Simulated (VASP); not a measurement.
## CoO: single point with PBE

Crystal: CoO.

```
CELL_PARAMETERS angstrom
0.00000 2.13150 2.13150
2.13150 0.00000 2.13150
2.13150 2.13150 0.00000
ATOMIC_POSITIONS crystal
Co 0.00000 0.00000 0.00000
O 0.50000 0.50000 0.50000
```

```yaml
Program: VASP 6.6.1
Task: single point
Functional: PBE
Potentials_or_basis: VASP PAW PBE potentials, release 64 (Co, O)
Cutoff: 600 eV
k_mesh: 12 × 12 × 12
Occupations: gaussian, width 0.03 eV
Spin: collinear spin, ferromagnetic start
Starting_moments: "[3.0, 0.0] μB"
```

```yaml
Pressure: -2.5 GPa
Band_gap_on_the_k_mesh: none (metal or under the smearing width)
Net_moment: 2.95 μB per cell
Site_moments: Co +2.58; O +0.31 μB
Valence_electrons_inside_the_program's_atomic_spheres: Co 7.79; O 4.98
```

Levels at points of the mesh, in eV from the Fermi level:
Spin up:
| k point | band 5 | band 6 | band 7 | band 8 | band 9 | band 10 | band 11 | band 12 | band 13 |
| --- | --- | --- | --- | --- | --- | --- | --- | --- | --- |
| (0.00, 0.00, 0.00) | -3.10 | -3.10 | -3.09 | -3.09 | -3.09 | 0.99 | 16.86 | 18.12 | 18.12 |
| (0.50, 0.00, 0.00) | -2.38 | -2.38 | -1.82 | 0.09 | 0.09 | 5.08 | 9.32 | 13.43 | 13.43 |
| (0.50, 0.50, 0.00) | -3.93 | -2.94 | -2.44 | -2.09 | -2.09 | 5.86 | 9.82 | 11.67 | 15.73 |
Spin down:
```
           k point  band 2  band 3  band 4  band 5  band 6  band 7  band 8  band 9  band 10  band 11
(0.00, 0.00, 0.00)   -2.52   -2.52   -2.52   -1.09   -1.09   -1.09    0.07    0.07     1.54    16.76
(0.50, 0.00, 0.00)   -7.52   -4.58   -4.58   -0.12   -0.12    0.18    2.70    2.70     5.36    10.12
(0.50, 0.50, 0.00)   -6.33   -3.77   -3.77   -2.20    0.12    0.12    0.54    0.99     6.71    10.29
```

Run time: 16 s on 1 thread of Intel(R) Xeon(R) 6975P-C (Granite Rapids), on a shared host, peak memory 0.17 GiB.

Caveat: a cell with one magnetic atom can't hold antiferromagnetic order, which such compounds often take; semilocal functionals often make such compounds metallic where correlation or magnetic order opens a gap, which also shifts bond lengths. With open d or f shells a metallic result of PBE can be an artefact of self-interaction; +U or a hybrid may open a gap.
